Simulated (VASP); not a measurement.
# Ca3ZrN3 (Pc) in VASP: density of states with PBE

Aim: the density of states of Ca3ZrN3 with PBE.

Everything below comes from runs of VASP 6.6.1. Logs are shortened: lines on timing, memory, paths and dates and some standing lists are left out, and cuts for length are marked.

## 1. Starting point

Symmetry: Pc, No. 7, monoclinic system. The conventional cell has a = 4.866 Å, b = 4.841 Å, c = 9.801 Å, α = 90.00°, β = 90.06°, γ = 90.00°. Ca (site symmetry 1) has 4 N at 2.42 to 2.49 Å as nearest neighbours. Around Ca (site symmetry 1) lie 4 N at 2.41 to 2.47 Å. Ca (site symmetry 1) has 4 N at 2.43 to 2.49 Å as nearest neighbours. Zr (site symmetry 1) is surrounded by 3 N at 2.11 to 2.15 Å. N (site symmetry 1) is surrounded by 1 Zr at 2.15 Å and 3 Ca at 2.41 to 2.47 Å. N (site symmetry 1) is surrounded by 1 Zr at 2.11 Å. N (site symmetry 1) is surrounded by 1 Zr at 2.13 Å and 2 Ca at 2.41 to 2.43 Å.

The cell was built by a generator and needn't be a form met in nature.

## 2. Density of states, PBE

Contents of POSCAR:

```
Ca3ZrN3                                 
1.0
    4.8657572571      0.0000000000      0.0015224859
    0.0000000000      4.8413094197      0.0000000000
   -0.0141707664      0.0000000000      9.8005578893
  Ca              Zr              N             
     6     2     6
Direct
     0.5030102132317801    0.5009305418072257    0.7476397854495235
     0.5030102132317801    0.4990694581927743    0.2476397854495235
     0.5035730207705277    0.9973195978176480    0.9984076859732698
     0.5035730207705277    0.0026804021823520    0.4984076859732697
     0.0021093914773775    0.9983360352880182    0.7475293695072560
     0.0021093914773775    0.0016639647119818    0.2475293695072560
     0.0261031708055518    0.4760346584794869    0.9852103231657815
     0.0261031708055518    0.5239653415205130    0.4852103231657815
     0.9982096656398635    0.0341479085702183    0.0005933096958049
     0.9982096656398635    0.9658520914297817    0.5005933096958048
     0.9989184334644093    0.4978353780777297    0.7709087206676849
     0.9989184334644093    0.5021646219222703    0.2709087206676849
     0.4612603846104914    0.5018635945395998    0.0003437955406863
     0.4612603846104914    0.4981364054604002    0.5003437955406863
```

Contents of INCAR.step1:

```
ALGO = Normal ; EDIFF = 1E-7
ENCUT = 520 ; GGA = PE
ISIF = 2 ; ISMEAR = 0
KPAR = 8 ; LASPH = T
LCHARG = T ; LMAXMIX = 4
LREAL = F ; LWAVE = F
NELM = 80 ; PREC = Accurate
SIGMA = 0.1
```

Contents of KPOINTS.step1:

```
k-points
0
Gamma
  4 4 4
```

Contents of INCAR.step2:

```
ALGO = Normal ; EDIFF = 1E-7
ENCUT = 520 ; GGA = PE
ICHARG = 11 ; ISIF = 2
ISMEAR = -5 ; KPAR = 8
LASPH = T ; LCHARG = F
LMAXMIX = 4 ; LORBIT = 11
LREAL = F ; LWAVE = F
NEDOS = 1001 ; NELM = 80
PREC = Accurate ; SIGMA = 0.1
```

Contents of KPOINTS.step2:

```
k-points
0
Gamma
  6 6 6
```

Potentials or basis: VASP PAW PBE potentials, release 64 (Ca_sv, Zr_sv, N).

The run is started by

```bash
$ cat potpaw_PBE.64/Ca_sv/POTCAR potpaw_PBE.64/Zr_sv/POTCAR potpaw_PBE.64/N/POTCAR > POTCAR
$ cp INCAR.step1 INCAR
$ cp KPOINTS.step1 KPOINTS
$ mpirun -np 8 vasp_std > vasp.out
$ cp INCAR.step2 INCAR
$ cp KPOINTS.step2 KPOINTS
$ mpirun -np 8 vasp_std > vasp.out
```

OUTCAR:

```text
EDIFF = 1E-7
   ENCUT = 520
   GGA = PE
   ICHARG = 11
   ISIF = 2
   ISMEAR = -5
   LASPH = T
   LORBIT = 11
   LREAL = F
   NELM = 80
   PREC = Accurate

 ion  position               nearest neighbor table
   1  0.503  0.501  0.748-  11 2.42  14 2.43  11 2.46   7 3.29   7 3.45   8 3.46
   2  0.503  0.499  0.248-  12 2.42  13 2.43  12 2.46   8 3.29   8 3.45   7 3.46
   3  0.504  0.997  0.998-  13 2.41   9 2.41  13 2.45   9 2.47   7 3.28   7 3.43   7 3.44
   4  0.504  0.003  0.498-  14 2.41  10 2.41  14 2.45  10 2.47   8 3.28   8 3.43   8 3.44
   5  0.002  0.998  0.748-  10 2.43  11 2.43  11 2.43   7 3.28   7 3.44   8 3.45
   6  0.002  0.002  0.248-   9 2.43  12 2.43  12 2.43   8 3.28   8 3.44   7 3.45
   7  0.026  0.476  0.985-  11 2.11  13 2.13   9 2.15   9 2.71  13 2.76  12 2.81   3 3.28   5 3.28
                             1 3.29   3 3.43   5 3.44   3 3.44   6 3.45   1 3.45   2 3.46
   8  0.026  0.524  0.485-  12 2.11  14 2.13  10 2.15  10 2.71  14 2.76  11 2.81   4 3.28   6 3.28
                             2 3.29   4 3.43   6 3.44   4 3.44   5 3.45   2 3.45   1 3.46
   9  0.998  0.034  0.001-   7 2.15   3 2.41   6 2.43   3 2.47   7 2.71
  10  0.998  0.966  0.501-   8 2.15   4 2.41   5 2.43   4 2.47   8 2.71
  11  0.999  0.498  0.771-   7 2.11   1 2.42   5 2.43   5 2.43   1 2.46   8 2.81
  12  0.999  0.502  0.271-   8 2.11   2 2.42   6 2.43   6 2.43   2 2.46   7 2.81
  13  0.461  0.502  0.000-   7 2.13   3 2.41   2 2.43   3 2.45   7 2.76
  14  0.461  0.498  0.500-   8 2.13   4 2.41   1 2.43   4 2.45   8 2.76

  LATTYP: Found a simple monoclinic cell.
 ALAT       =     4.8657574953
 B/A-ratio  =     0.9949754842
 C/A-ratio  =     2.0141916533
 COS(beta)  =    -0.0011330150

  Lattice vectors:

 A1 = (   4.8657572571,   0.0000000000,   0.0015224859)
 A2 = (   0.0000000000,   4.8413094197,   0.0000000000)
 A3 = (  -0.0141707664,   0.0000000000,   9.8005578893)

Analysis of symmetry for initial positions (statically):
=====================================================================
 Subroutine PRICEL returns:
 Original cell was already a primitive cell.

 Routine SETGRP: Setting up the symmetry group for a
 simple monoclinic supercell.

 Subroutine GETGRP returns: Found  2 space group operations
 (whereof  1 operations were pure point group operations)
 out of a pool of  4 trial point group operations.

The static configuration has the point symmetry C_1 .
 The point group associated with its full space group is C_1h.

Analysis of symmetry for dynamics (positions and initial velocities):
=====================================================================
 Subroutine PRICEL returns:
 Original cell was already a primitive cell.

 Routine SETGRP: Setting up the symmetry group for a
 simple monoclinic supercell.

 Subroutine GETGRP returns: Found  2 space group operations
 (whereof  1 operations were pure point group operations)
 out of a pool of  4 trial point group operations.

The dynamic configuration has the point symmetry C_1 .
 The point group associated with its full space group is C_1h.

 Subroutine INISYM returns: Found  2 space group operations
 (whereof  1 operations are pure point group operations),
 and found     1 'primitive' translations

----------------------------------------------------------------------------------------

                                     Primitive cell

  volume of cell :     230.8683

  direct lattice vectors                    reciprocal lattice vectors
     4.865757257  0.000000000  0.001522486     0.205517763  0.000000000  0.000297161
     0.000000000  4.841309420  0.000000000     0.000000000  0.206555688  0.000000000
    -0.014170766  0.000000000  9.800557889    -0.000031927  0.000000000  0.102034962

  length of vectors
     4.865757495  4.841309420  9.800568134     0.205517978  0.206555688  0.102034967

  position of ions in fractional coordinates (direct lattice)
     0.503010213  0.500930542  0.747639785
     0.503010213  0.499069458  0.247639785
     0.503573021  0.997319598  0.998407686
     0.503573021  0.002680402  0.498407686
[... 60 lines left out ...]
  0.333333  0.000000  0.000000      2.000000
  0.500000  0.000000  0.000000      1.000000
  0.000000  0.166667  0.000000      2.000000
  0.166667  0.166667  0.000000      4.000000
[... 16 lines left out ...]
  0.000000  0.166667  0.166667      4.000000
  0.166667  0.166667  0.166667      4.000000
 [... further k-points ...]
   k-points           NKPTS =     80   k-points in BZ     NKDIM =     80   number of bands    NBANDS=     68
   number of dos      NEDOS =   1001   number of ions     NIONS =     14
   total plane-waves  NPLWV = 103680
   dimension x,y,z NGX =    36 NGY =   36 NGZ =   80
   dimension x,y,z NGXF=    72 NGYF=   72 NGZF=  160
   ions per type =               6   2   6
   NGX,Y,Z   is equivalent  to a cutoff of  12.30, 12.36, 13.57 a.u.
   NGXF,Y,Z  is equivalent  to a cutoff of  24.60, 24.72, 27.14 a.u.
 SYSTEM =  unknown system
   PREC   = accura    normal or accurate (medium, high low for compatibility)
   ISTART =      0    job   : 0-new  1-cont  2-samecut
   ICHARG =     11    charge: 1-file 2-atom 10-const
   ISPIN  =      1    spin polarized calculation?
   LNONCOLLINEAR =      F non collinear calculations
   LSORBIT =      F    spin-orbit coupling
   LASPH  =      T    aspherical Exc in radial PAW
   ENCUT  =  520.0 eV  38.22 Ry    6.18 a.u.   9.05  9.00 18.22*2*pi/ulx,y,z
   NELM   =     80;   NELMIN=  2; NELMDL=  0     # of ELM steps
   EDIFF  = 0.1E-06   stopping-criterion for ELM
   LREAL  =      F    real-space projection
   EDIFFG = 0.1E-05   stopping-criterion for IOM
   NSW    =      0    number of steps for IOM
   IBRION =     -1    ionic relax: 0-MD 1-quasi-New 2-CG
   NFREE  =      0    steps in history (QN), initial steepest desc. (CG)
   ISIF   =      2    stress and relaxation
   ISYM   =      2    0-nonsym 1-usesym 2-fastsym
   POTIM  = 0.5000    time-step for ionic-motion
   TEBEG  =    0.0;   TEEND  =   0.0 temperature during run
   PSTRESS=    0.0 pullay stress
   NELECT =     114.0000    total number of electrons
   NUPDOWN=      -1.0000    fix difference up-down
   EMIN   =  10.00;   EMAX   =-10.00  energy-range for DOS
   EFERMI =   0.00;   METHOD = LEGACY
   ISMEAR =    -5;   SIGMA  =   0.10  broadening in eV -4-tet -1-fermi 0-gaus
   EFERMI_NEDOS =   21; number of points for ismear=-14 and -15
   IALGO  =     38    algorithm
   IMIX   =      4    mixing-type and parameters
     AMIX     =   0.40;   BMIX     =  1.00
     AMIX_MAG =   1.60;   BMIX_MAG =  1.00
  volume/ion in A,a.u.               =      16.49       111.28
  Fermi-wavevector in a.u.,A,eV,Ry     =   1.293962  2.445235 22.780764  1.674339
  Thomas-Fermi vector in A             =   2.425575
   LORBIT       =     11    0 simple, 1 ext, 2 COOP (PROOUT), +10 PAW based schemes
   GGA     = PE    functional components
   LHFCALC =     F    Hartree Fock is set to
   AEXX    =    0.0000 exact exchange contribution
   IVDW    =     0    specifies the selected vdW correction
   LEPSILON=     F    determine dielectric tensor
   LRPA    =     F    only Hartree local field effects (RPA)
 non-spin polarized calculation
 Fermi weights with tetrahedron method with Bloechl corrections
  energy-cutoff  :      520.00
  volume of cell :      230.87
 maximum number of plane-waves:      6256

 number of electron     113.9999997 magnetization

 Free energy of the ion-electron system (eV)
  ---------------------------------------------------
  ext. energy  EPLUGINS =         0.00000000
  ---------------------------------------------------
  free energy    TOTEN  =       -93.20870930 eV

  energy without entropy =      -93.20870930  energy(sigma->0) =      -93.20870930

 E-fermi :   4.9695     XC(G=0): -10.2964

 val. band max:        5.0256773936   @ k =   0.5000   0.0000   0.5000
 cond. band min:       4.9244299559   @ k =   0.3333   0.1667   0.5000
 fundamental gap:     -0.1012474378
 Fermi energy:         4.9694697389

 k-point     1 :       0.0000    0.0000    0.0000
  band No.  band energies     occupation
      1     -43.5755      2.00000
      2     -43.5753      2.00000
      3     -34.7640      2.00000
      4     -34.7549      2.00000
      5     -34.6774      2.00000
      6     -34.6740      2.00000
[... 1693 lines left out ...]
     67       8.3265      0.00000
     68       8.5587      0.00000

 [... further k-points ...]

------------------------ aborting loop because EDIFF is reached ----------------------------------------

  FORCE on cell =-STRESS in cart. coord.  units (eV):
  Direction    XX          YY          ZZ          XY          YZ          ZX
  --------------------------------------------------------------------------------------
  -------------------------------------------------------------------------------------
  Total        0.1477315      0.1497341      0.0862202      0.0000000      0.0000000     -0.0267278
  in kB        1.0252256      1.0391234      0.5983499      0.0000000      0.0000000     -0.1854853
  external PRESSURE =       0.8875663 kB  Pullay stress =       0.0000000 kB

 VOLUME and BASIS-vectors are now :
 -----------------------------------------------------------------------------
  energy-cutoff  :      520.00
  volume of cell :      230.87
      direct lattice vectors                 reciprocal lattice vectors
     4.865757257  0.000000000  0.001522486     0.205517763  0.000000000  0.000297161
     0.000000000  4.841309420  0.000000000     0.000000000  0.206555688  0.000000000
    -0.014170766  0.000000000  9.800557889    -0.000031927  0.000000000  0.102034962

 POSITION                                       TOTAL-FORCE (eV/Angst)
 -----------------------------------------------------------------------------------
      2.43693      2.42516      7.32805        -0.001001     -0.000283      0.004774
      2.44402      2.41615      2.42777        -0.001001      0.000283      0.004774
      2.43612      4.82833      9.78572        -0.000713      0.003894      0.003675
      2.44320      0.01298      4.88544        -0.000713     -0.003894      0.003675
     -0.00033      4.83325      7.32621        -0.000815      0.000566      0.003438
      0.00676      0.00806      2.42593        -0.000815     -0.000566      0.003438
      0.11305      2.30463      9.65565         0.010691     -0.003456      0.005625
      0.12014      2.53668      4.75537         0.010691      0.003456      0.005625
      4.85704      0.16532      0.00733         0.003322      0.000845     -0.008214
      4.84995      4.67599      4.90761         0.003322     -0.000845     -0.008214
      4.84957      2.41018      7.55686        -0.003076      0.001885      0.001039
      4.85666      2.43113      2.65658        -0.003076     -0.001885      0.001039
      2.24438      2.42968      0.00407        -0.008407     -0.010233     -0.010335
      2.23729      2.41163      4.90435        -0.008407      0.010233     -0.010335
 -----------------------------------------------------------------------------------
    total drift:                                0.003500      0.000000     -0.006684

  FREE ENERGIE OF THE ION-ELECTRON SYSTEM (eV)
  ---------------------------------------------------
  free  energy   TOTEN  =       -93.2087093015 eV

  energy  without entropy=      -93.2087093015  energy(sigma->0) =      -93.20870930

 total charge

# of ion       s       p       d       tot
------------------------------------------
    1        2.058   5.867   0.332   8.257
    2        2.058   5.867   0.332   8.257
    3        2.058   5.870   0.341   8.269
    4        2.058   5.870   0.341   8.269
    5        2.058   5.869   0.335   8.261
    6        2.058   5.869   0.335   8.261
    7        2.185   6.013   1.557   9.755
    8        2.185   6.013   1.557   9.755
    9        1.251   2.387   0.000   3.638
   10        1.251   2.387   0.000   3.638
   11        1.253   2.395   0.000   3.648
   12        1.253   2.395   0.000   3.648
   13        1.252   2.390   0.000   3.642
   14        1.252   2.390   0.000   3.642
--------------------------------------------------
tot         24.230  61.581   5.130  90.942
```

Run time: 2.2 min. Hardware: 8 MPI ranks of Intel Xeon 6975P-C (Granite Rapids), shared host; peak memory 0.97 GiB.

Results:

| Property | Result |
| --- | --- |
| Valence electrons inside the program's atomic spheres | Ca 8.26, 8.27; Zr 9.76; N 3.64, 3.65 |

States per cell in windows of 0.5 eV (zero at the Fermi level; states under -8 eV left out):
| from (eV) | total | Zr7_d | Zr8_d | N13_p | N14_p | N9_p | N10_p |
| --- | --- | --- | --- | --- | --- | --- | --- |
| -8.0 | 0.00 | 0.00 | 0.00 | 0.00 | 0.00 | 0.00 | 0.00 |
| -7.5 | 0.00 | 0.00 | 0.00 | 0.00 | 0.00 | 0.00 | 0.00 |
| -7.0 | 0.00 | 0.00 | 0.00 | 0.00 | 0.00 | 0.00 | 0.00 |
| -6.5 | 0.00 | 0.00 | 0.00 | 0.00 | 0.00 | 0.00 | 0.00 |
| -6.0 | 0.00 | 0.00 | 0.00 | 0.00 | 0.00 | 0.00 | 0.00 |
| -5.5 | 0.00 | 0.00 | 0.00 | 0.00 | 0.00 | 0.00 | 0.00 |
| -5.0 | 0.00 | 0.00 | 0.00 | 0.00 | 0.00 | 0.00 | 0.00 |
| -4.5 | 0.03 | 0.00 | 0.00 | 0.00 | 0.00 | 0.00 | 0.00 |
| -4.0 | 2.61 | 0.11 | 0.11 | 0.13 | 0.13 | 0.12 | 0.12 |
| -3.5 | 5.27 | 0.26 | 0.26 | 0.29 | 0.29 | 0.27 | 0.27 |
| -3.0 | 6.37 | 0.39 | 0.39 | 0.39 | 0.39 | 0.37 | 0.37 |
| -2.5 | 8.04 | 0.37 | 0.37 | 0.52 | 0.52 | 0.49 | 0.49 |
| -2.0 | 7.10 | 0.17 | 0.17 | 0.50 | 0.50 | 0.50 | 0.50 |
| -1.5 | 6.34 | 0.12 | 0.12 | 0.49 | 0.49 | 0.52 | 0.52 |
| -1.0 | 1.14 | 0.01 | 0.01 | 0.07 | 0.07 | 0.09 | 0.09 |
| -0.5 | 1.42 | 0.01 | 0.01 | 0.02 | 0.02 | 0.03 | 0.03 |
| 0.0 | 1.63 | 0.01 | 0.01 | 0.02 | 0.02 | 0.02 | 0.02 |
| 0.5 | 0.42 | 0.00 | 0.00 | 0.00 | 0.00 | 0.00 | 0.00 |
| 1.0 | 0.94 | 0.11 | 0.11 | 0.01 | 0.01 | 0.02 | 0.02 |
| 1.5 | 2.94 | 0.30 | 0.30 | 0.04 | 0.04 | 0.03 | 0.03 |
| 2.0 | 3.84 | 0.31 | 0.31 | 0.05 | 0.05 | 0.05 | 0.05 |
| 2.5 | 6.34 | 0.45 | 0.45 | 0.08 | 0.08 | 0.08 | 0.08 |
| 3.0 | 4.08 | 0.49 | 0.49 | 0.06 | 0.06 | 0.06 | 0.06 |
| 3.5 | 1.91 | 0.30 | 0.30 | 0.03 | 0.03 | 0.02 | 0.02 |
| 4.0 | 0.01 | 0.00 | 0.00 | 0.00 | 0.00 | 0.00 | 0.00 |
| 4.5 | 0.00 | 0.00 | 0.00 | 0.00 | 0.00 | 0.00 | 0.00 |
| 5.0 | 0.00 | 0.00 | 0.00 | 0.00 | 0.00 | 0.00 | 0.00 |
| 5.5 | 0.00 | 0.00 | 0.00 | 0.00 | 0.00 | 0.00 | 0.00 |

Caveat: tetrahedron occupations give inexact forces and stress in metals.
